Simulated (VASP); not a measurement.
Computed with revTPSS meta-GGA, VASP's PBE PAW potentials (set 64) (plane waves; VASP 6.6.1).

VASP ran on this input.

**KPOINTS**
```
kpoints
0
gamma
11 11 4
0 0 0
```

**INCAR**
```
SYSTEM = BN
PREC = Accurate
ENCUT = 520
EDIFF = 1E-7
NELM = 100
ALGO = Normal
LREAL = .FALSE.
LASPH = .TRUE.
ISMEAR = -5
METAGGA = RTPSS
LMIXTAU = .TRUE.
LWAVE = .FALSE.
LCHARG = .FALSE.
LORBIT = 11
NEDOS = 601
ISIF = 2
LEFG = .TRUE.
```

**POSCAR**
```
BN
1
    1.2557787968    -2.1750730715     0.0000000000
    1.2557787968     2.1750730715     0.0000000000
   -0.0000000000    -0.0000000000     7.1234174312
B N
2 2
Direct
  0.3333330000   0.6666670000   0.2500000000
  0.6666670000   0.3333330000   0.7500000000
  0.6666670000   0.3333330000   0.2500000000
  0.3333330000   0.6666670000   0.7500000000
```

File KPOINTS_OPT:
```
k-points along high-symmetry lines
6
Line-mode
Reciprocal
  0.000000   0.000000   0.000000 ! GAMMA
 -0.000000   0.500000   0.000000 ! M

 -0.000000   0.500000   0.000000 ! M
 -0.333333   0.666667   0.000000 ! K

 -0.333333   0.666667   0.000000 ! K
  0.000000   0.000000   0.000000 ! GAMMA

  0.000000   0.000000   0.000000 ! GAMMA
  0.000000   0.000000   0.500000 ! A

  0.000000   0.000000   0.500000 ! A
 -0.000000   0.500000   0.500000 ! L

 -0.000000   0.500000   0.500000 ! L
 -0.333333   0.666667   0.500000 ! H

 -0.333333   0.666667   0.500000 ! H
  0.000000   0.000000   0.500000 ! A

 -0.000000   0.500000   0.500000 ! L
 -0.000000   0.500000   0.000000 ! M

 -0.333333   0.666667   0.500000 ! H
 -0.333333   0.666667   0.000000 ! K
```

POTCAR, in this order: B N (PBE.64 set). Program: vasp_std.

The run wrote:

OUTCAR:
```
 ion  position               nearest neighbor table
   1  0.333  0.667  0.250-   3 1.45   3 1.45   3 1.45
   2  0.667  0.333  0.750-   4 1.45   4 1.45   4 1.45
   3  0.667  0.333  0.250-   1 1.45   1 1.45   1 1.45
   4  0.333  0.667  0.750-   2 1.45   2 1.45   2 1.45
  LATTYP: Found a hexagonal cell.
 ALAT       =     2.5115579334
 C/A-ratio  =     2.8362544763
 Subroutine PRICEL returns:
 Original cell was already a primitive cell.
 Subroutine GETGRP returns: Found 24 space group operations
The static configuration has the point symmetry D_3d.
 The point group associated with its full space group is D_6h.
The dynamic configuration has the point symmetry D_3d.
 Subroutine INISYM returns: Found 24 space group operations
 Subroutine IBZKPT returns following result:
 Found     48 irreducible k-points:

 Following reciprocal coordinates:
            Coordinates               Weight
  0.000000  0.000000  0.000000      1.000000
  0.090909  0.000000  0.000000      6.000000
  0.181818 -0.000000  0.000000      6.000000
  0.272727 -0.000000  0.000000      6.000000
  0.363636  0.000000  0.000000      6.000000
...
```

OSZICAR:
```
       N       E                     dE             d eps       ncg     rms          rms(c)
DAV:   1     0.638078807464E+02    0.63808E+02   -0.81797E+03  1152   0.123E+03
DAV:   2    -0.312130951448E+02   -0.95021E+02   -0.85082E+02  1656   0.254E+02
DAV:   3    -0.350853375906E+02   -0.38722E+01   -0.38429E+01  1456   0.542E+01
DAV:   4    -0.351182111230E+02   -0.32874E-01   -0.32857E-01  1424   0.526E+00
DAV:   5    -0.351186065613E+02   -0.39544E-03   -0.39540E-03  1452   0.559E-01    0.123E+01
DAV:   6    -0.376373246422E+02   -0.25187E+01   -0.52810E+03  1152   0.924E+04    0.765E+00
DAV:   7    -0.297112469436E+02    0.79261E+01   -0.20425E+01  1248   0.607E+01    0.324E+00
DAV:   8    -0.394847264780E+02   -0.97735E+01   -0.49652E+00  1160   0.323E+01    0.524E+00
DAV:   9    -0.394340168569E+02    0.50710E-01   -0.81122E-02  1504   0.308E+00    0.549E+00
DAV:  10    -0.394314593200E+02    0.25575E-02   -0.73646E-04  1412   0.304E-01    0.551E+00
DAV:  11    -0.395633752989E+02   -0.13192E+00   -0.72916E-03  1308   0.996E-01    0.517E+00
DAV:  12    -0.254615119974E+02    0.14102E+02   -0.33502E+04  1152   0.414E+05    0.275E+00
DAV:  13    -0.391831264220E+02   -0.13722E+02   -0.90217E+01  1476   0.790E+03    0.542E+00
DAV:  14    -0.394933260084E+02   -0.31020E+00   -0.40154E+00  1152   0.378E+03    0.367E+00
DAV:  15    -0.397085414022E+02   -0.21522E+00   -0.10738E+00  2304   0.116E+02    0.206E+00
DAV:  16    -0.397051159127E+02    0.34255E-02   -0.14447E-01  2188   0.141E+01    0.195E+00
DAV:  17    -0.397079862301E+02   -0.28703E-02   -0.45024E-02  2304   0.730E+00    0.202E+00
DAV:  18    -0.396613454310E+02    0.46641E-01   -0.19313E-02  2220   0.555E+00    0.192E+00
DAV:  19    -0.396580806434E+02    0.32648E-02   -0.26471E-02  2304   0.765E+00    0.160E+00
DAV:  20    -0.399454623227E+02   -0.28738E+00   -0.28975E+00  1152   0.277E+01    0.147E+00
DAV:  21    -0.399476519301E+02   -0.21896E-02   -0.34035E-03  1448   0.642E-01    0.142E+00
DAV:  22    -0.209348942140E+02    0.19013E+02   -0.47006E+04  1152   0.676E+05    0.190E+00
DAV:  23    -0.399136163703E+02   -0.18979E+02   -0.31708E+00  1152   0.321E+01    0.144E+00
DAV:  24    -0.252854089471E+02    0.14628E+02   -0.40499E+04  1152   0.606E+05    0.164E+00
DAV:  25    -0.399108419562E+02   -0.14625E+02   -0.42518E+00  1152   0.323E+01    0.140E+00
DAV:  26    -0.399415850099E+02   -0.30743E-01   -0.29178E-01  1160   0.614E+00    0.138E+00
DAV:  27    -0.398955467007E+02    0.46038E-01   -0.14218E+03  1152   0.456E+04    0.140E+00
DAV:  28    -0.399443860569E+02   -0.48839E-01   -0.48118E-01  1160   0.106E+01    0.141E+00
DAV:  29    -0.399451193195E+02   -0.73326E-03   -0.55327E-04  1412   0.262E-01    0.145E+00
DAV:  30    -0.399493246822E+02   -0.42054E-02   -0.34923E-03  1228   0.670E-01    0.155E+00
DAV:  31    -0.399430821084E+02    0.62426E-02   -0.47416E-03  1376   0.675E-01    0.133E+00
DAV:  32    -0.399405060825E+02    0.25760E-02   -0.20667E-03  1316   0.406E-01    0.110E+00
DAV:  33    -0.399404010628E+02    0.10502E-03   -0.70860E-04  1256   0.267E-01    0.903E-01
DAV:  34    -0.399396477210E+02    0.75334E-03   -0.10377E-03  1240   0.316E-01    0.654E-01
DAV:  35    -0.399402964523E+02   -0.64873E-03   -0.15854E-04  1380   0.175E-01    0.517E-01
DAV:  36    -0.399389111299E+02    0.13853E-02   -0.51526E-04  1252   0.270E-01    0.320E-01
DAV:  37    -0.399395614033E+02   -0.65027E-03   -0.34467E-04  1176   0.219E-01    0.227E-01
DAV:  38    -0.399394827821E+02    0.78621E-04   -0.50469E-05  1492   0.835E-02    0.180E-01
DAV:  39    -0.399396412812E+02   -0.15850E-03   -0.12854E-04  1180   0.129E-01    0.154E-01
DAV:  40    -0.399396740803E+02   -0.32799E-04   -0.75180E-05  1424   0.895E-02    0.137E-01
DAV:  41    -0.399395678311E+02    0.10625E-03   -0.11172E-04  1284   0.105E-01    0.123E-01
DAV:  42    -0.399394086402E+02    0.15919E-03   -0.75641E-05  1420   0.862E-02    0.100E-01
DAV:  43    -0.399393028176E+02    0.10582E-03   -0.38365E-05  1308   0.634E-02    0.899E-02
DAV:  44    -0.399392139473E+02    0.88870E-04   -0.97622E-06  1404   0.353E-02    0.901E-02
DAV:  45    -0.399391990073E+02    0.14940E-04   -0.11527E-06  1332   0.107E-02    0.922E-02
DAV:  46    -0.399392296613E+02   -0.30654E-04   -0.21393E-06  1212   0.163E-02    0.884E-02
DAV:  47    -0.399393888395E+02   -0.15918E-03   -0.85757E-05  1160   0.968E-02    0.651E-02
DAV:  48    -0.399395262815E+02   -0.13744E-03   -0.72133E-05  1264   0.865E-02    0.442E-02
DAV:  49    -0.399396220065E+02   -0.95725E-04   -0.56573E-05  1220   0.774E-02    0.367E-02
DAV:  50    -0.399396622225E+02   -0.40216E-04   -0.53605E-05  1276   0.737E-02    0.352E-02
DAV:  51    -0.399396249550E+02    0.37267E-04   -0.91027E-05  1220   0.920E-02    0.250E-02
DAV:  52    -0.399396027663E+02    0.22189E-04   -0.78881E-06  1440   0.267E-02    0.258E-02
DAV:  53    -0.399395884220E+02    0.14344E-04   -0.17670E-06  1268   0.132E-02    0.239E-02
DAV:  54    -0.399396020533E+02   -0.13631E-04   -0.17232E-06  1200   0.126E-02    0.224E-02
DAV:  55    -0.399396105620E+02   -0.85088E-05   -0.18118E-06  1288   0.127E-02    0.194E-02
DAV:  56    -0.399396208571E+02   -0.10295E-04   -0.38720E-06  1280   0.180E-02    0.144E-02
DAV:  57    -0.399396335035E+02   -0.12646E-04   -0.47420E-06  1240   0.198E-02    0.104E-02
DAV:  58    -0.399396421079E+02   -0.86044E-05   -0.38884E-06  1308   0.181E-02    0.731E-03
DAV:  59    -0.399396484643E+02   -0.63564E-05   -0.38943E-06  1252   0.181E-02    0.628E-03
DAV:  60    -0.399396508395E+02   -0.23752E-05   -0.20132E-06  1316   0.133E-02    0.611E-03
DAV:  61    -0.399396514809E+02   -0.64139E-06   -0.44449E-07  1344   0.615E-03    0.702E-03
DAV:  62    -0.399396519685E+02   -0.48761E-06   -0.34505E-07  1252   0.522E-03    0.774E-03
DAV:  63    -0.399396519795E+02   -0.10937E-07   -0.77815E-08  1172   0.249E-03
   1 F= -.39939652E+02 E0= -.39939652E+02  d E =0.000000E+00
       N       E                     dE             ncg
       N       E                     dE             ncg
```

OUTCAR:
```
------------------------ aborting loop because EDIFF is reached ----------------------------------------
  FORCE on cell =-STRESS in cart. coord.  units (eV):
  Direction    XX          YY          ZZ          XY          YZ          ZX
  --------------------------------------------------------------------------------------
  Total        0.0112423      0.0112423      0.1270280     -0.0000000      0.0000000     -0.0000000
  in kB        0.4628696      0.4628698      5.2300345     -0.0000000      0.0000000     -0.0000000
  external PRESSURE =       2.0519247 kB  Pullay stress =       0.0000000 kB
  volume of cell :       38.91
      direct lattice vectors                 reciprocal lattice vectors
     1.255778797 -2.175073071  0.000000000     0.398159295 -0.229877334  0.000000000
     1.255778797  2.175073071  0.000000000     0.398159295  0.229877334  0.000000000
     0.000000000  0.000000000  7.123417431     0.000000000  0.000000000  0.140382058
  FREE ENERGIE OF THE ION-ELECTRON SYSTEM (eV)
  ---------------------------------------------------
  free  energy   TOTEN  =       -39.9396519795 eV

  energy  without entropy=      -39.9396519795  energy(sigma->0) =      -39.93965198

 total charge

# of ion       s       p       d       tot
------------------------------------------
    1        0.748   1.403   0.000   2.151
    2        0.748   1.403   0.000   2.151
    3        1.239   2.806   0.000   4.045
    4        1.239   2.806   0.000   4.045
--------------------------------------------------
tot          3.974   8.418   0.000  12.392

 Electric field gradients after diagonalization (V/A^2)
 (convention: |V_zz| > |V_xx| > |V_yy|)
----------------------------------------------------------------------
 ion       V_xx      V_yy      V_zz     asymmetry (V_yy - V_xx)/ V_zz
----------------------------------------------------------------------
   1     -16.562   -16.562    33.124       0.000
   2     -16.562   -16.562    33.124       0.000
   3      -1.495    -1.492     2.987       0.001
   4      -1.495    -1.492     2.987       0.001
```
(Selected blocks of OUTCAR.)

**OUTCAR**
```
 val. band max:        1.6683316329   @ k =   0.3636   0.2727   0.0000

 cond. band min:       6.2633304155   @ k =   0.4545   0.0909   0.0000


 Fermi energy:         1.7063292395

 k-point     1 :       0.0000    0.0000    0.0000
  band No.  band energies     occupation
      1     -16.5609      2.00000
      2     -16.3942      2.00000
      3      -4.3568      2.00000
      4      -2.8466      2.00000
      5       0.3546      2.00000
      6       0.3547      2.00000
      7       0.3731      2.00000
      8       0.3731      2.00000
      9       6.6697      0.00000
     10      11.4087      0.00000
     11      13.5857      0.00000
     12      13.7262      0.00000

 k-point     2 :       0.0909    0.0000    0.0000
  band No.  band energies     occupation
      1     -16.3977      2.00000
      2     -16.2343      2.00000
      3      -4.1330      2.00000
      4      -2.6399      2.00000
      5      -0.3199      2.00000
      6      -0.3081      2.00000
      7       0.0503      2.00000
      8       0.0716      2.00000
      9       6.9664      0.00000
     10      11.3903      0.00000
     11      13.3534      0.00000
     12      13.6404      0.00000

 k-point     3 :       0.1818   -0.0000    0.0000
  band No.  band energies     occupation
      1     -15.9192      2.00000
      2     -15.7658      2.00000
      3      -3.4722      2.00000
      4      -2.0340      2.00000
      5      -1.9827      2.00000
      6      -1.9656      2.00000
      7      -0.6666      2.00000
      8      -0.6403      2.00000
      9       7.7452      0.00000
     10      11.1338      0.00000
     11      12.8188      0.00000
     12      12.8623      0.00000

 k-point     4 :       0.2727   -0.0000    0.0000
  band No.  band energies     occupation
      1     -15.1683      2.00000
      2     -15.0328      2.00000
      3      -4.0101      2.00000
      4      -3.9785      2.00000
      5      -2.4143      2.00000
      6      -1.4544      2.00000
...
```

Without a dispersion term in the relaxation, distances and binding between the weakly bound layers, chains or molecules are unreliable, and so is what depends on them.

The compound is BN in the hex structure. It was relaxed first, which changed the volume by +8 %.
